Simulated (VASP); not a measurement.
Here is the system:

Space group P6₃/mmc (No. 194); a = b = 2.8897 Å, c = 4.5850 Å, α = β = 90.00°, γ = 120.00°

```json
[
 {"atom": "Ti", "site": "2c", "symmetry": "-6m2", "x": "0.3333", "y": "0.6667", "z": "0.2500"}
]
```

All values below come from PBEsol GGA, VASP's PBE PAW potentials (set 64) (plane waves; VASP). Settings: 480 eV cut-off, 14×14×8 Γ-centred mesh, first-order Methfessel-Paxton smearing of 0.10 eV, potentials Ti_sv.

Each relaxation starts from this cell; other phases were not tried.

### Question
The cell is relaxed at 15 GPa. What happens?

### Answer
The volume per atom goes from 16.58 to 15.00 Å³ (-9.5 %), and the cell becomes a = b = 2.796 Å, c = 4.433 Å, α = β = 90.00°, γ = 120.00°, space group P6_3/mmc.

### Question
The cell is relaxed at 20 GPa. What happens?

### Answer
The volume per atom goes from 16.58 to 14.58 Å³ (-12.1 %), and the cell becomes a = 2.7687 Å, b = 2.7687 Å, c = 4.3924 Å, α = 90.00°, β = 90.00°, γ = 120.00°, space group P6_3/mmc.

Failed runs are left out, and for metals the shear rows, which the mesh's noise covers.

The compound is Ti in the hcp structure.
